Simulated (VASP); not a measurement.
Here is the system:

```
CELL_PARAMETERS angstrom
      0.00000     3.21167     3.21167
      3.21167     0.00000     3.21167
      3.21167     3.21167     0.00000
ATOMIC_POSITIONS crystal
  Mg 0.25000 0.25000 0.25000
  Mg 0.75000 0.75000 0.75000
  Ge 0.00000 0.00000 0.00000
```

Method: PBEsol GGA, VASP's PBE PAW potentials (set 64) (plane waves; VASP 6.6.1). Numerical set-up: 520 eV cut-off, 6×6×6 Γ-centred mesh, Gaussian smearing of 0.050 eV, potentials Mg Ge_d.

**Question.** What does the run give for the energy per atom (σ→0), pressure, band gap (on the k-mesh) with the smallest direct gap where there is one?

**Answer.** 
| Property | Result |
|---|---|
| band gap (on the k-mesh) | 0.10 eV |
| smallest direct gap (on the k-mesh) | 0.88 eV |
| energy per atom (σ→0) | -3.070 eV/atom |
| pressure | -1.55 GPa |

Total energies compare only between runs with the same potentials, cut-off and functional.

The compound is Mg2Ge in the antifluorite structure. This cell is one point of a volume scan, at 1.03 of the reference volume.
